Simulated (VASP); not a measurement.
# La3Zr (Pm-3m) in VASP: notebook

Aim: see how the results for La3Zr move with the level of theory and the settings. Levels: PBE, PBE+D2. Tasks: single point.

All numbers are computed with VASP 6.6.1; they aren't measurements. Logs are shortened: lines on timing, memory, paths and dates and some standing lists are left out, and cuts for length are marked.

## 1. Starting point

Symmetry: Pm-3m, No. 221, cubic system. The conventional cell has a = 5.073 Å, b = 5.073 Å, c = 5.073 Å, α = 90.00°, β = 90.00°, γ = 90.00°. La (site symmetry 4/mmm) has 8 La at 3.59 Å and 4 Zr at 3.59 Å as nearest neighbours. Zr (site symmetry m-3m) is surrounded by 12 La at 3.59 Å.

The cell comes from a database or a generator and needn't be the stable form of this composition.

## 2. Single point, PBE

run.py reads:

```python
from ase.calculators.vasp import Vasp
from ase.dft.bandgap import bandgap
from ase.io import read

atoms = read('La3Zr.xyz')
calc = Vasp(
    directory='calc',
    xc='pbe',
    pp='PBE',
    setups='gw',
    prec='Accurate',
    encut=550,
    ediff=1e-06,
    ismear=0,
    sigma=0.1,
    lreal=False,
    lasph=True,
    nelm=60,
    algo='Normal',
    isif=2,
    lwave=False,
    lcharg=False,
    kpts=[5, 5, 5],
    gamma=True,
)
atoms.calc = calc

print('energy (eV):', atoms.get_potential_energy())
print('free energy (eV):', atoms.get_potential_energy(force_consistent=True))
print('forces (eV/A):')
print(atoms.get_forces())
print('stress (eV/A^3, Voigt):', atoms.get_stress())
print('Fermi level (eV):', calc.get_fermi_level())
gap, top, bottom = bandgap(calc)
print('band gap (eV):', gap, 'from (spin, k, band)', top, 'to', bottom)
```

La3Zr.xyz reads:

```xyz
4
Lattice="5.0726737400 0.0000000000 0.0000000000 0.0000000000 5.0726737400 0.0000000000 0.0000000000 0.0000000000 5.0726737400" Properties=species:S:1:pos:R:3 pbc="T T T"
La     2.5363368700      2.5363368700      0.0000000000
La     2.5363368700      0.0000000000      2.5363368700
La     0.0000000000      2.5363368700      2.5363368700
Zr     0.0000000000      0.0000000000      0.0000000000
```

Potentials or basis: VASP PAW PBE potentials, release 64 (La_GW, Zr_sv_GW).

On the command line:

```console
> python run.py
```

Log:

```text
energy (eV): -23.77196166
free energy (eV): -23.78586273
forces (eV/A):
[[0. 0. 0.]
 [0. 0. 0.]
 [0. 0. 0.]
 [0. 0. 0.]]
stress (eV/A^3, Voigt): [ 0.0022955  0.0022955  0.0022955 -0.        -0.        -0.       ]
Fermi level (eV): 8.83683851
band gap (eV): 0.0 from (spin, k, band) (None, None, None) to (None, None, None)
```

OUTCAR:

```text
ENCUT = 550.000000
   EDIFF = 1.00e-06
   GGA = PE
   PREC = Accurate
   ISIF = 2
   ISMEAR = 0
   NELM = 60
   LASPH = .TRUE.
   LREAL = .FALSE.

 ion  position               nearest neighbor table
   1  0.500  0.500  0.000-
   2  0.500  0.000  0.500-
   3  0.000  0.500  0.500-
   4  0.000  0.000  0.000-

  LATTYP: Found a simple cubic cell.
 ALAT       =     5.0726737400

  Lattice vectors:

 A1 = (   5.0726737400,   0.0000000000,   0.0000000000)
 A2 = (   0.0000000000,   5.0726737400,   0.0000000000)
 A3 = (   0.0000000000,   0.0000000000,   5.0726737400)

Analysis of symmetry for initial positions (statically):
=====================================================================
 Subroutine PRICEL returns:
 Original cell was already a primitive cell.

 Routine SETGRP: Setting up the symmetry group for a
 simple cubic supercell.

 Subroutine GETGRP returns: Found 48 space group operations
 (whereof 48 operations were pure point group operations)
 out of a pool of 48 trial point group operations.

The static configuration has the point symmetry O_h .

Analysis of symmetry for dynamics (positions and initial velocities):
=====================================================================
 Subroutine PRICEL returns:
 Original cell was already a primitive cell.

 Routine SETGRP: Setting up the symmetry group for a
 simple cubic supercell.

 Subroutine GETGRP returns: Found 48 space group operations
 (whereof 48 operations were pure point group operations)
 out of a pool of 48 trial point group operations.

The dynamic configuration has the point symmetry O_h .

 Subroutine INISYM returns: Found 48 space group operations
 (whereof 48 operations are pure point group operations),
[... 114 lines left out ...]
   LEPSILON=     F    determine dielectric tensor
   LRPA    =     F    only Hartree local field effects (RPA)
 non-spin polarized calculation
 Gauss-broadening in eV      SIGMA  =   0.10
  energy-cutoff  :      550.00
  volume of cell :      130.53
 maximum number of plane-waves:      3887
 NGX is ok and might be reduce to    40
   NGX = 19   NGY = 19   NGZ = 19

 number of electron      45.0000007 magnetization

 Free energy of the ion-electron system (eV)
  ---------------------------------------------------
  ext. energy  EPLUGINS =         0.00000000
  ---------------------------------------------------
  free energy    TOTEN  =       -23.78586273 eV

  energy without entropy =      -23.75806060  energy(sigma->0) =      -23.77196166

 E-fermi :   8.8368     XC(G=0): -10.1361

 val. band max:        8.8216092292   @ k =   0.4000   0.4000   0.0000
 cond. band min:       8.8801396198   @ k =   0.4000   0.2000   0.0000
 fundamental gap:      0.0585303906
 Fermi energy:         8.8368385080

 k-point     1 :       0.0000    0.0000    0.0000
  band No.  band energies     occupation
      1     -40.2817      2.00000
      2     -23.7657      2.00000
      3     -23.4457      2.00000
      4     -23.4457      2.00000
      5     -18.3026      2.00000
      6     -18.3026      2.00000
[... 289 lines left out ...]
     26      10.0583      0.00000
     27      10.1499      0.00000

------------------------ aborting loop because EDIFF is reached ----------------------------------------

  FORCE on cell =-STRESS in cart. coord.  units (eV):
  Direction    XX          YY          ZZ          XY          YZ          ZX
  --------------------------------------------------------------------------------------
  -------------------------------------------------------------------------------------
  Total       -0.2996318     -0.2996318     -0.2996318      0.0000000      0.0000000      0.0000000
  in kB       -3.6777965     -3.6777965     -3.6777965      0.0000000      0.0000000      0.0000000
  external PRESSURE =      -3.6777965 kB  Pullay stress =       0.0000000 kB

 VOLUME and BASIS-vectors are now :
 -----------------------------------------------------------------------------
  energy-cutoff  :      550.00
  volume of cell :      130.53
      direct lattice vectors                 reciprocal lattice vectors
     5.072673740  0.000000000  0.000000000     0.197134697  0.000000000  0.000000000
     0.000000000  5.072673740  0.000000000     0.000000000  0.197134697  0.000000000
     0.000000000  0.000000000  5.072673740     0.000000000  0.000000000  0.197134697

 POSITION                                       TOTAL-FORCE (eV/Angst)
 -----------------------------------------------------------------------------------
      2.53634      2.53634      0.00000         0.000000      0.000000      0.000000
      2.53634      0.00000      2.53634         0.000000      0.000000      0.000000
      0.00000      2.53634      2.53634         0.000000      0.000000      0.000000
      0.00000      0.00000      0.00000         0.000000      0.000000      0.000000
 -----------------------------------------------------------------------------------
    total drift:                                0.000000     -0.000000     -0.000000

  FREE ENERGIE OF THE ION-ELECTRON SYSTEM (eV)
  ---------------------------------------------------
  free  energy   TOTEN  =       -23.7858627313 eV

  energy  without entropy=      -23.7580605986  energy(sigma->0) =      -23.77196166
```

INCAR:

```text
ENCUT = 550.000000
SIGMA = 0.100000
EDIFF = 1.00e-06
ALGO = Normal
GGA = PE
PREC = Accurate
ISIF = 2
ISMEAR = 0
NELM = 60
LASPH = .TRUE.
LCHARG = .FALSE.
LWAVE = .FALSE.
LREAL = .FALSE.
```

Wall time 72 s (1 thread of Intel Xeon 6975P-C (Granite Rapids), shared host); peak memory 0.27 GiB.

What came out:

```
Free energy            : -23.7859 eV
Pressure               : -0.4 GPa
Band gap on the k mesh : none (metal or under the smearing width)
```

## 3. Single point, PBE+D2

Changes to run.py since step 2:

```diff
@@ -1,6 +1,11 @@
+from ase import Atoms
 from ase.calculators.vasp import Vasp
 from ase.dft.bandgap import bandgap
-from ase.io import read
 
-atoms = read('La3Zr.xyz')
+atoms = Atoms(
+    ['La', 'La', 'La', 'Zr'],
+    cell=[[5.07267374, 0.0, 0.0], [0.0, 5.07267374, 0.0], [0.0, 0.0, 5.07267374]],
+    scaled_positions=[[0.5, 0.5, 0.0], [0.5, 0.0, 0.5], [0.0, 0.5, 0.5], [0.0, 0.0, 0.0]],
+    pbc=True,
+)
 calc = Vasp(
@@ -9,11 +14,11 @@
     pp='PBE',
-    setups='gw',
+    setups='recommended',
     prec='Accurate',
-    encut=550,
-    ediff=1e-06,
-    ismear=0,
-    sigma=0.1,
+    encut=520,
+    ediff=1e-07,
+    ismear=1,
+    sigma=0.2,
     lreal=False,
     lasph=True,
-    nelm=60,
+    nelm=80,
     algo='Normal',
@@ -22,2 +27,3 @@
     lcharg=False,
+    ivdw=1,
     kpts=[5, 5, 5],
```

Potentials or basis: VASP PAW PBE potentials, release 64 (La, Zr_sv).

On the command line:

```console
> python run.py
```

Run time: 63 s. Hardware: 1 thread of Intel Xeon 6975P-C (Granite Rapids), shared host; peak memory 0.25 GiB.

Results (log left out):

| Item | Value |
| --- | --- |
| Free energy | -32.5754 eV |
| Pressure | -6.9 GPa |
| Band gap on the k mesh | none (metal or under the smearing width) |
| Dispersion energy per atom | -2.503 eV |

Levels at points of the mesh, in eV from the Fermi level:
```csv
k point,band 21,band 22,band 23,band 24,band 25,band 26
"(0.00, 0.00, 0.00)",-1.56,-1.56,-1.56,1.33,1.33,1.33
```

Caveat: atom-pairwise D2, TS and ULG terms overbind metals; pairwise dispersion overbinds metals, which lowers pressure and volume.
